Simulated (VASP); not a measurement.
A VASP calculation is set up with these files.

POSCAR:
```
MgB2
1
    1.5450000000    -2.6760180000     0.0000000000
    1.5450000000     2.6760180000     0.0000000000
    0.0000000000     0.0000000000     3.5200000000
Mg B
1 2
Direct
  0.0000000000   0.0000000000   0.0000000000
  0.3333330000   0.6666670000   0.5000000000
  0.6666670000   0.3333330000   0.5000000000
```

INCAR:
```
SYSTEM = MgB2
PREC = Accurate
ENCUT = 520
EDIFF = 1E-6
NELM = 60
ALGO = Normal
LREAL = .FALSE.
LASPH = .TRUE.
ISMEAR = 1
SIGMA = 0.1
GGA = PE
LWAVE = .FALSE.
LCHARG = .FALSE.
ISIF = 2
IMIX = 1
AMIX = 1.5
BMIX = 0.0001
```

File KPOINTS:
```
Automatic mesh
0
Gamma
9 9 7
0 0 0
```

POTCAR, in this order: Mg B (PBE.64 set). Program: vasp_std.

The resulting files:

**standard output**
```
...
DAV:  21    -0.129794607329E+04   -0.19744E+03   -0.12122E+04  1312   0.321E+02    0.809E+01
DAV:  22    -0.110316475170E+04    0.19478E+03   -0.81491E+03  1536   0.300E+02    0.810E+01
DAV:  23    -0.129956789799E+04   -0.19640E+03   -0.12138E+04  1320   0.321E+02    0.808E+01
DAV:  24    -0.110197264722E+04    0.19760E+03   -0.81126E+03  1536   0.297E+02    0.808E+01
DAV:  25    -0.129815555379E+04   -0.19618E+03   -0.12118E+04  1296   0.321E+02    0.807E+01
DAV:  26    -0.110171673405E+04    0.19644E+03   -0.81297E+03  1528   0.296E+02    0.807E+01
DAV:  27    -0.129977887994E+04   -0.19806E+03   -0.12141E+04  1312   0.322E+02    0.808E+01
DAV:  28    -0.110295327086E+04    0.19683E+03   -0.81269E+03  1536   0.297E+02    0.808E+01
DAV:  29    -0.129956688920E+04   -0.19661E+03   -0.12140E+04  1320   0.322E+02    0.807E+01
DAV:  30    -0.110227729971E+04    0.19729E+03   -0.81288E+03  1536   0.297E+02    0.807E+01
DAV:  31    -0.130068982910E+04   -0.19841E+03   -0.12149E+04  1312   0.322E+02    0.808E+01
DAV:  32    -0.110384391988E+04    0.19685E+03   -0.81432E+03  1536   0.298E+02    0.808E+01
DAV:  33    -0.130073398037E+04   -0.19689E+03   -0.12150E+04  1320   0.322E+02    0.808E+01
DAV:  34    -0.110291427506E+04    0.19782E+03   -0.81327E+03  1536   0.297E+02    0.808E+01
DAV:  35    -0.130151957244E+04   -0.19861E+03   -0.12166E+04  1344   0.322E+02    0.810E+01
DAV:  36    -0.110535315273E+04    0.19617E+03   -0.81489E+03  1536   0.301E+02    0.811E+01
DAV:  37    -0.130260046624E+04   -0.19725E+03   -0.12171E+04  1328   0.322E+02    0.810E+01
DAV:  38    -0.110472449764E+04    0.19788E+03   -0.81552E+03  1536   0.300E+02    0.810E+01
DAV:  39    -0.130148538792E+04   -0.19676E+03   -0.12162E+04  1320   0.322E+02    0.808E+01
DAV:  40    -0.110157956755E+04    0.19991E+03   -0.81162E+03  1536   0.298E+02    0.808E+01
DAV:  41    -0.130075608916E+04   -0.19918E+03   -0.12154E+04  1336   0.322E+02    0.808E+01
DAV:  42    -0.110194479631E+04    0.19881E+03   -0.81231E+03  1528   0.297E+02    0.807E+01
DAV:  43    -0.129933459299E+04   -0.19739E+03   -0.12138E+04  1320   0.321E+02    0.807E+01
DAV:  44    -0.110202832495E+04    0.19731E+03   -0.81246E+03  1528   0.297E+02    0.807E+01
DAV:  45    -0.129893289099E+04   -0.19690E+03   -0.12131E+04  1304   0.322E+02    0.806E+01
DAV:  46    -0.109915087636E+04    0.19978E+03   -0.80986E+03  1528   0.295E+02    0.805E+01
DAV:  47    -0.129787971958E+04   -0.19873E+03   -0.12125E+04  1312   0.322E+02    0.805E+01
DAV:  48    -0.109973057915E+04    0.19815E+03   -0.81026E+03  1528   0.294E+02    0.805E+01
DAV:  49    -0.129775261004E+04   -0.19802E+03   -0.12124E+04  1304   0.321E+02    0.805E+01
DAV:  50    -0.109863173211E+04    0.19912E+03   -0.80956E+03  1536   0.294E+02    0.805E+01
DAV:  51    -0.129830403410E+04   -0.19967E+03   -0.12141E+04  1320   0.322E+02    0.806E+01
DAV:  52    -0.109981657139E+04    0.19849E+03   -0.80995E+03  1536   0.296E+02    0.806E+01
DAV:  53    -0.130094636945E+04   -0.20113E+03   -0.12171E+04  1344   0.322E+02    0.808E+01
DAV:  54    -0.110474677588E+04    0.19620E+03   -0.81526E+03  1536   0.300E+02    0.809E+01
DAV:  55    -0.130156388789E+04   -0.19682E+03   -0.12159E+04  1336   0.322E+02    0.809E+01
DAV:  56    -0.110466526943E+04    0.19690E+03   -0.81500E+03  1536   0.299E+02    0.809E+01
DAV:  57    -0.130331386487E+04   -0.19865E+03   -0.12180E+04  1352   0.322E+02    0.811E+01
DAV:  58    -0.110576776001E+04    0.19755E+03   -0.81641E+03  1536   0.302E+02    0.811E+01
DAV:  59    -0.130397933461E+04   -0.19821E+03   -0.12188E+04  1336   0.322E+02    0.811E+01
DAV:  60    -0.110627443010E+04    0.19770E+03   -0.81553E+03  1536   0.300E+02

 -----------------------------------------------------------------------------
|                                                                             |
|           W    W    AA    RRRRR   N    N  II  N    N   GGGG   !!!           |
|           W    W   A  A   R    R  NN   N  II  NN   N  G    G  !!!           |
|           W    W  A    A  R    R  N N  N  II  N N  N  G       !!!           |
|           W WW W  AAAAAA  RRRRR   N  N N  II  N  N N  G  GGG   !            |
|           WW  WW  A    A  R   R   N   NN  II  N   NN  G    G                |
|           W    W  A    A  R    R  N    N  II  N    N   GGGG   !!!           |
|                                                                             |
|     The electronic self-consistency was not achieved in the given           |
|     number of steps (NELM). The forces and other quantities evaluated       |
|     might not be reliable so examine the results carefully. If you find     |
|     spurious results, we suggest increasing NELM, if you were close to      |
|     convergence or switching to a different ALGO or adjusting the           |
|     density mixing parameters otherwise.                                    |
|                                                                             |
 -----------------------------------------------------------------------------

   1 F= -.11062744E+04 E0= -.11062743E+04  d E =-.437714E-03
```

File OUTCAR:
```
------------------------ aborting loop EDIFF was not reached (unconverged)  ----------------------------
  FORCE on cell =-STRESS in cart. coord.  units (eV):
  Direction    XX          YY          ZZ          XY          YZ          ZX
  --------------------------------------------------------------------------------------
  Total      232.5340551    232.5339686   -192.3019875      0.0000000      0.0000000     -0.0000000
  in kB    12799.9117216  12799.9069605 -10585.3246445      0.0000000      0.0000000     -0.0000000
  external PRESSURE =    5004.8313459 kB  Pullay stress =       0.0000000 kB
  volume of cell :       29.11
      direct lattice vectors                 reciprocal lattice vectors
     1.545000000 -2.676018000  0.000000000     0.323624595 -0.186844782  0.000000000
     1.545000000  2.676018000  0.000000000     0.323624595  0.186844782  0.000000000
     0.000000000  0.000000000  3.520000000     0.000000000  0.000000000  0.284090909
 POSITION                                       TOTAL-FORCE (eV/Angst)
 -----------------------------------------------------------------------------------
      0.00000      0.00000      0.00000         0.000000     -0.000000      0.000000
      1.54500      0.89201      1.76000         0.000000     -0.000000      0.000000
      1.54500     -0.89201      1.76000        -0.000000      0.000000      0.000000
 -----------------------------------------------------------------------------------
    total drift:                                0.000000     -0.000000      0.000000
  FREE ENERGIE OF THE ION-ELECTRON SYSTEM (eV)
  ---------------------------------------------------
  free  energy   TOTEN  =     -1106.2744300960 eV

  energy  without entropy=    -1106.2739923822  energy(sigma->0) =    -1106.27428419
```
(Selected blocks of OUTCAR.)

**Question.** From input and log, find the fault in this run and mend it.

**Answer.** The cause: simple mixing (IMIX = 1) with AMIX above 1 overshoots. Convergence was not reached. Against the sound run, the energy per atom (σ→0) falls by 363.651 eV/atom; the pressure goes up by 502.15 GPa. To mend it, remove IMIX, remove AMIX, remove BMIX.

The mended run (PBE GGA, plane waves, VASP's PBE PAW potentials (set 64)) converges, and its OSZICAR ends with
```
   1 F= -.15322904E+02 E0= -.15322774E+02  d E =-.390071E-03
```

The compound is MgB2 in the AlB2 type structure. The cell was not relaxed at this level.
